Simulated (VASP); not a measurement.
Crystal: ScIn3N2.

```
Sc In N
1.0
     4.83266    0.00000    0.00000
    -2.41633    4.18521    0.00000
     0.00000    0.00000    6.22880
Sc In N
1 3 2
Direct
  0.66667 0.33333 0.50000
  0.17449 0.82551 0.00000
  0.17449 0.34898 0.00000
  0.65102 0.82551 0.00000
  0.66667 0.33333 0.89992
  0.66667 0.33333 0.10008
```

The cell was built by a generator and needn't be a form met in nature.

* Program: VASP 6.6.1
* Task: relaxation of cell and atoms
* Functional: PBE
* Potentials or basis: VASP PAW PBE potentials, release 64 (Sc_sv, In_d, N)
* Cutoff: 520 eV
* k mesh: 4 × 4 × 3
* Occupations: gaussian, width 0.15 eV
* Spin: no spin polarisation

At the start: pressure 35.2 GPa; volume 21.00 Å³/atom.

Problem. Where does the relaxation end?

Solution. Over 20 steps the energy falls by 1783.3 meV/atom and the volume is 26.73 Å³/atom (+27.3 %); space group P6/mmm (No. 191, to 0.05 Å).

Step by step:
```tsv
step	energy change (eV)	largest force (eV/Å)	pressure (GPa)	volume (Å³)
1	0.0000	8.0529	35.23	125.98
2	2.8558	3.3836	-6.35	221.24
3	-5.7576	3.7659	-6.34	205.65
4	-6.2639	3.9250	-6.05	195.69
5	-6.9081	4.1969	0.15	161.62
6	-6.9014	4.3617	-3.90	175.57
7	-9.9266	2.9336	-1.14	176.69
8	-10.1920	3.7362	-3.76	177.30
9	-7.0343	39.6293	12.88	162.47
10	-10.3232	2.8627	-3.35	175.67
11	-10.4117	1.7797	-2.82	174.47
12	-10.4800	1.3453	-1.36	171.94
13	-10.4823	0.7239	-1.64	172.42
14	-10.6701	0.4059	-0.92	165.18
15	-10.6873	0.2550	-0.50	162.50
16	-10.6898	0.9641	0.91	159.82
17	-10.6960	0.4214	0.12	160.99
18	-10.6952	0.4994	0.43	159.88
19	-10.7000	0.1033	0.25	160.47
20	-10.6999	0.0613	0.17	160.40
```

Final structure:
```cif
data_structure
_symmetry_space_group_name_H-M 'P 1'
_symmetry_Int_Tables_number 1
_cell_length_a 5.9781
_cell_length_b 5.9781
_cell_length_c 5.1826
_cell_angle_alpha 90.000
_cell_angle_beta 90.000
_cell_angle_gamma 120.000
_cell_volume 160.40
loop_
_atom_site_label
_atom_site_type_symbol
_atom_site_fract_x
_atom_site_fract_y
_atom_site_fract_z
_atom_site_occupancy
Sc1 Sc 0.66667 0.33333 0.50000 1
In1 In 0.16636 0.83364 0.00000 1
In2 In 0.16636 0.33271 0.00000 1
In3 In 0.66729 0.83364 0.00000 1
N1 N 0.66667 0.33333 0.87972 1
N2 N 0.66667 0.33333 0.12028 1
```

Caveat: the k mesh is coarse (spacing up to 0.38 Å⁻¹), so the values aren't converged; the standard files for N, O and F lose accuracy on very short bonds; the volume moved by over 15 % at a fixed basis, so the end points are rough.
